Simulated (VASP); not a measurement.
Here is the system:

```
CELL_PARAMETERS angstrom
      3.17881     0.00000     0.00000
      0.00000     3.17881     0.00000
      0.00000     0.00000     3.17881
ATOMIC_POSITIONS crystal
  Tl 0.00000 0.00000 0.00000
```

Level of theory: PBEsol GGA, VASP's PBE PAW potentials (set 64) (plane waves; VASP). Numerical set-up: 400 eV cut-off, 10×10×10 Γ-centred mesh, first-order Methfessel-Paxton smearing of 0.10 eV, potentials Tl_d.

Energy and stress use the plane-wave basis of the starting cell.

Question: The ions, cell shape and volume are relaxed. Which structure does the run end with?

Answer: 
```
CELL_PARAMETERS angstrom
      3.13866     0.00000     0.00000
      0.00000     3.13866     0.00000
      0.00000     0.00000     3.13866
ATOMIC_POSITIONS crystal
  Tl 0.00000 0.00000 0.00000
```
Space group Pm-3m (221), at a tolerance of 0.03 Å.

Question: How do energy and volume change from the first to the last step?

Answer: The energy (σ→0) changes by -4.3 meV/atom and the volume by -3.7 %, in 3 ionic steps.

```csv
step,E(σ→0) (eV),max force (eV/Å),pressure (GPa),volume (Å³)
1,-2.4804,0.000,-1.13,32.12
2,-2.4847,0.000,-0.17,31.08
3,-2.4847,0.000,0.02,30.92
```

The structure was generated: Tl was put into the simple-cubic type (Pm-3m), which need not be its known phase. This run relaxes it. Symmetry was kept, so distortions that lower it aren't found.
